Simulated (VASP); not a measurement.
# HfC with PBEsol: from relaxation to properties, part 2 of 2

Aim: relax HfC, then compute properties on the relaxed cell. The start is a cell from a database of measured crystal structures.

VASP 6.6.1; PBEsol; plane waves and PAW (Hf_pv, C).

So far. Step 13 (Volume scan with PBEsol, volume scale 1.06): The pressure falls from -9.10 to -13.07 GPa. The parabola predicted -12.94 GPa, +0.13 GPa off.

The database entry behind the starting cell differs from later determinations by our own check (about 0.2 % long), so it need not match the best structure at ambient conditions.

## 14. Comparing the runs

Times are for 2 MPI ranks of AMD EPYC 7R43, shared host. The series side by side:

```
no.  volume scale  energy above the lowest point (meV/atom)  pressure (GPa)   time  memory (GiB)
  1          0.94                                     39.32           17.93  5.4 s          0.21
  2          0.96                                     17.04           11.36  5.2 s          0.21
  3          0.98                                      4.25           5.449  5.2 s          0.21
  4             1                                         0          0.1121  5.2 s          0.21
  5          1.02                                      3.44          -4.718  5.4 s          0.22
  6          1.04                                     13.88          -9.096  7.4 s          0.25
  7          1.06                                     30.67          -13.07  7.4 s          0.25
```

## 15. Fit for PBEsol

This step: Birch-Murnaghan fit, PBEsol; plane waves and PAW (VASP 6.6.1).

No new run; the numbers come from the runs before.

Numbers from this step:

```
pressure derivative of the bulk modulus : 4.027
r.m.s. error of the fit                 : 9.97e-6 eV/atom
minimum inside the sampled range        : yes
bulk modulus                            : 252.6 GPa
equilibrium volume of the fit           : 12.21 Å³/atom
```

The energy above the fitted minimum by volume:

```
volume (Å³/atom)  energy above the fitted minimum (eV/atom)
          11.470                                     0.0393
          11.714                                     0.0171
          11.958                                    0.00427
          12.203                                     2.0e-5
          12.447                                    0.00346
          12.691                                     0.0139
          12.935                                     0.0307
```

The fitted volume lies +0.07 % from the relaxed one.

## 16. Independent-particle dielectric function (PBEsol)

This step: PBEsol; plane waves and PAW (Hf_pv, C) (VASP 6.6.1).

LOPTICS sums transitions from filled to empty bands. The mesh is finer than in the run before. NBANDS is raised for it.

Contents of INCAR:

```
SYSTEM = HfC
PREC = Accurate
ENCUT = 520
EDIFF = 1E-06
NELM = 100
ISMEAR = 0
SIGMA = 0.05
LREAL = .FALSE.
ALGO = Normal
GGA = PS
NBANDS = 23
LASPH = .TRUE.
LORBIT = 11
LWAVE = .FALSE.
LCHARG = .FALSE.
KPAR = 2
LOPTICS = .TRUE.
NEDOS = 1500
CSHIFT = 0.1
```

Contents of POSCAR:

```
HfC
1.0
    0.0000000000      2.3022337384      2.3022337384
    2.3022337384      0.0000000000      2.3022337384
    2.3022337384      2.3022337384      0.0000000000
Hf C
1 1
Direct
    0.5000000000      0.5000000000      0.5000000000
    0.0000000000      0.0000000000      0.0000000000
```

Contents of KPOINTS:

```
Automatic mesh
0
Gamma
12 12 12
0 0 0
```

Potentials, in the order of the species: Hf_pv and C (PBE family, release 64).

Command:

```console
> mpirun -np 2 vasp_std
```

Elapsed: 17 s, on 2 MPI ranks of AMD EPYC 7R43, shared host; peak memory 0.32 GiB.

These are independent-particle spectra without excitons or local fields, and fine structure depends on the mesh and on CSHIFT. The intraband (Drude) part is not in this spectrum.

This step gave:

| Property | Result |
| --- | --- |
| bands | 23 |
| irreducible k-points | 72 |
| free energy (TOTEN) | -22.20 eV |
| energy at zero smearing | -22.20 eV |
| Fermi energy | 6.088 eV |
| pressure | 0.1806 GPa |

The imaginary dielectric function, xx has structure finer than the step of the table below, so its rows give means over 1 eV, whole bins alone (the curve runs from 0 to 25.0 eV). Peaks (eV: height): 0.5: 120.

Imaginary dielectric function, xx against photon energy; means over each step:

```
photon energy (eV)  imaginary dielectric function, xx
                 1                               35.4
                 2                               15.8
                 3                               11.6
                 4                               8.81
                 5                               9.53
                 6                               8.12
                 7                               7.26
                 8                               6.86
                 9                               6.30
                10                               5.49
                11                               4.91
                12                               4.38
                13                               2.00
                14                               1.43
                15                               1.30
                16                               1.00
                17                               1.20
                18                               1.10
                19                              0.743
                20                              0.509
                21                              0.464
                22                              0.376
                23                              0.623
                24                              0.487
```

The real dielectric function, xx by photon energy:

photon energy (eV), real dielectric function, xx and a bar from the least value:
```
        0         95 ##############################
        1         -6 
        2          3 ###
        3          6 ####
        4          4 ###
        5          3 ###
        6          4 ###
        7          1 ##
        8          0 ##
        9          1 ##
       10          0 ##
       11         -1 ##
       12         -2 #
       13         -2 #
       14         -1 #
       15         -1 #
       16          0 ##
       17          0 ##
       18          0 ##
       19          0 ##
       20          0 ##
       21          0 ##
       22          0 ##
       23          0 ##
       24          0 ##
```

## 17. Summary of results

* relaxed volume: 12.20 Å³/atom
* relaxed conventional cell a, b, c: 4.604, 4.604, 4.604 Å
* space group after relaxing, within 0.02 Å: Fm-3m (No. 225)
* band gap: none, a metal
* DOS at the Fermi level: 0.247 states/eV/cell
* bulk modulus from the fit: 253 GPa
* volume from the fit: 12.2 Å³/atom

In words: With PBEsol, HfC relaxes to 12.20 Å³/atom in space group Fm-3m (held by the symmetry of the run), comes out as a metal and has a bulk modulus of 253 GPa. Against the listed cell the volume lies -2.9 %. Bands along the symmetry lines (PBEsol): Of the bands kept, 4 cross the Fermi level on this path. Spin-orbit coupling is left out, and with elements this heavy it would split and shift bands near the Fermi level. The k-sampling is coarse for a metal, so the Fermi level, pressures and the shape of the cell carry errors. No search among competing phases was made, and a listed structure need not be the one stable at ambient conditions. All values are for a static lattice at zero temperature.

[Lines on the potential files, build, host, timing and source positions are cut from VASP's logs without a mark.]

[Logs are printed without paths, hosts, clocks, repeated set-up lines and the standing remarks that a program may print on its own settings, such as how far it seeks lower states.]

[Hosts, paths, dates, database ids (printed as entryN), source tags and the programs' standing remarks are cut or masked in the printed files.]

[A measured line is paired with the nearest computed mode of its activity, which favours agreement.]
